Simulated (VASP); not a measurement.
Write the native input for VASP 6.6.1 that does the following.

```yaml
Task: relaxation of cell and atoms
Functional: PBE
Potentials_or_basis: VASP PAW PBE potentials, release 64 (Zn)
Cutoff: 600 eV
k_mesh: 18 × 18 × 10
Occupations: gaussian, width 0.1 eV
Spin: no spin polarisation
Dipole_correction: no
Further_INCAR_settings: ALGO = Fast; EDIFF = 1e-06; IBRION = 2; EDIFFG = -0.005; NSW = 100; ISIF = 3
```

The structure of Zn lies in POSCAR:

```
Zn
1.0
    2.8044709605      0.0000000000      0.0000000000
   -1.4022354803      2.4287430960      0.0000000000
    0.0000000000      0.0000000000      4.4381907708
Zn
2
Direct
    0.3333333333      0.6666666667      0.2500000000
    0.6666666667      0.3333333333      0.7500000000
```

The input as run:

INCAR

```
ALGO = Fast
EDIFF = 1E-6
EDIFFG = -0.005
ENCUT = 600
GGA = PE
IBRION = 2
ISIF = 3
ISMEAR = 0
LASPH = T
LCHARG = F
LREAL = F
LWAVE = F
NELM = 100
NSW = 100
PREC = Accurate
SIGMA = 0.1
```

KPOINTS

```
k-points
0
Gamma
  18 18 10
```

Potentials or basis: VASP PAW PBE potentials, release 64 (Zn).

Launch:

```sh
$ cat potpaw_PBE.64/Zn/POTCAR > POTCAR
$ mpirun -np 1 vasp_std > vasp.out
```

Results of the run:

| Item | Value |
| --- | --- |
| Relaxed volume | 15.37 Å³/atom |
| Relaxed cell | a = 2.640 Å, b = 2.640 Å, c = 5.095 Å, α = 90.00°, β = 90.00°, γ = 120.00° |
| Space group after relaxing (to 0.05 Å) | P6_3/mmc (No. 194) |
| Energy gained by relaxing | 19.4 meV/atom |
| Ionic steps | 39 |
| Pressure after relaxing | 0.0 GPa |
| Band gap on the k mesh | none (metal or under the smearing width) |

It took 19 min on 1 thread of Intel(R) Xeon(R) Platinum 8488C (Sapphire Rapids), on a shared host, peak memory 0.27 GiB.
